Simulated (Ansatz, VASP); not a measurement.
MoC3 in VASP and in Ansatz

```xyz
4
Lattice="3.2381 0.0000 0.0000 0.0000 3.2381 0.0000 0.0000 0.0000 3.2381" Properties=species:S:1:pos:R:3 pbc="T T T"
Mo    0.0000    0.0000    0.0000
C     0.0000    1.6190    1.6190
C     1.6190    0.0000    1.6190
C     1.6190    1.6190    0.0000
```

Alike in both runs: functional PBE; k mesh 14 × 14 × 14; occupations gaussian, width 0.1 eV; no spin polarisation.

Ansatz relaxed the structure, and its values are those at the end. VASP's run is a single point on that final structure, the one shown.

|  | VASP | Ansatz |
| --- | --- | --- |
| version | VASP 6.6.1 | Ansatz 0.2.0 |
| potentials or method | VASP PAW PBE potentials, release 64 (Mo_sv, C) | scalar-relativistic, plane waves, PAW |
| plane-wave cutoff (eV) | 520 | 420 |
| valence electrons in the cell | 26 | 26 |

VASP gave:

| Quantity | Value |
| --- | --- |
| gap on the k mesh at the Fermi level (eV) | none |
| pressure (GPa) | 0.3 |

**Question.** Which values does Ansatz return?

**Answer.** gap on the k mesh at the Fermi level (eV): none; pressure (GPa): 0.0.

A gap of «none» marks a metal or a gap that the smearing closes.
